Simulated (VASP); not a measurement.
Consider the following.

```xyz
2
Lattice="0.0000 2.7244 2.7244 2.7244 0.0000 2.7244 2.7244 2.7244 0.0000" Properties=species:S:1:pos:R:3 pbc="T T T"
Li     0.0000     0.0000     0.0000
Br     2.7244     2.7244     2.7244
```

Calculation: PBE GGA, VASP's PBE PAW potentials (set 64) (plane waves; VASP 6.6.1). Run with 400 eV cut-off, 7×7×7 Γ-centred mesh, Fermi-Dirac smearing of 0.050 eV, potentials Li_sv Br.

Question: Predict the energy per atom (σ→0), band gap (on the k-mesh) with the smallest direct gap where there is one.

Answer: 
```yaml
band gap (on the k-mesh): 5.19 eV
smallest direct gap (on the k-mesh): 5.19 eV
energy per atom (σ→0): -3.342 eV/atom
```

The structure is a typed LiBr crystal. The cell was not relaxed at this level.
